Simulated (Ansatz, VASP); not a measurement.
# Cu2B: VASP beside Ansatz

File INCAR:

```
PREC = Accurate ; ENCUT = 520
EDIFF = 1E-7 ; ISMEAR = 0
SIGMA = 0.1 ; LREAL = F
LASPH = T ; NELM = 100
ALGO = Normal ; ISIF = 2
LWAVE = F ; LCHARG = F
GGA = PE ; NBANDS = 34
```

Contents of KPOINTS:

```
Automatic mesh
0
Gamma
  4 4 4
```

The input POSCAR:

```
Cu2B
1.0
    0.0000000000      3.3124307600      3.3124307600
    3.3124307600      0.0000000000      3.3124307600
    3.3124307600      3.3124307600      0.0000000000
Cu B
4 2
Direct
    0.6250000000      0.6250000000      0.6250000000
    0.1250000000      0.6250000000      0.6250000000
    0.6250000000      0.6250000000      0.1250000000
    0.6250000000      0.1250000000      0.6250000000
    0.0000000000      0.0000000000      0.0000000000
    0.2500000000      0.2500000000      0.2500000000
```

Input for Ansatz:

```yaml
crystal:
  lattice:
    - [0.0, 3.31243076, 3.31243076]
    - [3.31243076, 0.0, 3.31243076]
    - [3.31243076, 3.31243076, 0.0]
  atoms:
    - { symbol: Cu, position: [0.625, 0.625, 0.625] }
    - { symbol: Cu, position: [0.125, 0.625, 0.625] }
    - { symbol: Cu, position: [0.625, 0.625, 0.125] }
    - { symbol: Cu, position: [0.625, 0.125, 0.625] }
    - { symbol: B, position: [0.0, 0.0, 0.0] }
    - { symbol: B, position: [0.25, 0.25, 0.25] }
basis:
  ecutwfc: 420
kpoints:
  mp_grid: { grid: [4, 4, 4] }
hamiltonian:
  xc: pbe
scf:
  occupations: { method: gaussian, width: 0.1 }
  lower_state_search: "off"
output:
  forces: true
  stress: true
  eigenvalues: true
```

Change from the starting cell: species swapped into the PrFe2 type (Fd-3m, No. 227).

Alike in both runs: task single point; functional PBE; k mesh 4 × 4 × 4; occupations gaussian, width 0.1 eV; no spin polarisation.

```csv
,VASP,Ansatz
version,VASP 6.6.1,Ansatz 0.2.0
potentials or method,"VASP PAW PBE potentials, release 64 (Cu, B)","scalar-relativistic, plane waves, PAW"
plane-wave cutoff (eV),520,420
valence electrons in the cell,50,82
```

VASP gave:

| Item | Value |
| --- | --- |
| gap on the k mesh at the Fermi level (eV) | none |
| pressure (GPa) | -3.4 |

Question: Estimate Ansatz's values.

Answer: gap on the k mesh at the Fermi level (eV): none; pressure (GPa): -3.7.

A gap of «none» marks a metal or a gap that the smearing closes. The two sets of potentials don't hold the same shells in valence.

Caveats: the k mesh is coarse (spacing up to 0.41 Å⁻¹), so the values aren't converged.
